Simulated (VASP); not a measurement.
Data:

```
CELL_PARAMETERS angstrom
      0.00000     2.64978     2.64978
      2.64978     0.00000     2.64978
      2.64978     2.64978     0.00000
ATOMIC_POSITIONS crystal
  Zn 0.00000 0.00000 0.00000
  S  0.25000 0.25000 0.25000
```

Calculation: rev-vdW-DF2, VASP's PBE PAW potentials (set 64) (plane waves; VASP 6.6.1). Settings: 520 eV cut-off, 8×8×8 Γ-centred mesh, Gaussian smearing of 0.050 eV, potentials Zn S.

Question: Give the stress tensor in GPa (positive for a compressed cell).

Answer: 
```
5.28  0.00  0.00
0.00  5.28  0.00
0.00  0.00  5.28
```
The pressure is its mean diagonal, 5.28 GPa.

The compound is ZnS in the zinc blende structure. This cell is one point of a volume scan, at 0.94 of the reference volume.
